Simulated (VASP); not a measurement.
Given:

```xyz
2
Lattice="3.6198 0.0000 0.0000 -1.8099 3.1349 0.0000 0.0000 0.0000 5.8899" Properties=species:S:1:pos:R:3 pbc="T T T"
Pr     0.0000     2.0899     0.0000
Pm     1.8099     1.0450     2.9449
```

Level of theory: PBEsol GGA, VASP's PBE PAW potentials (set 64) (plane waves; VASP). Numerical set-up: 400 eV cut-off, 13×13×7 Γ-centred mesh, tetrahedra with Blöchl corrections, potentials Pr_3 Pm_3.

The 4f electrons are frozen in the core of the lanthanide potential, so 4f levels, which can set the real gap, and their magnetism are missing.

Q: Estimate the energy per atom (σ→0), band gap (on the k-mesh) with the smallest direct gap where there is one.

A: 
| Property | Value |
|---|---|
| band gap (on the k-mesh) | none (metal, semimetal or under 0.01 eV) |
| energy per atom (σ→0) | -5.131 eV/atom |

Total energies compare only between runs with the same potentials, cut-off and functional.

The structure comes from a computed database's PmPr entry (P-6m2); how it stands against other phases isn't given here. It was relaxed first, which changed the volume by -7 %.
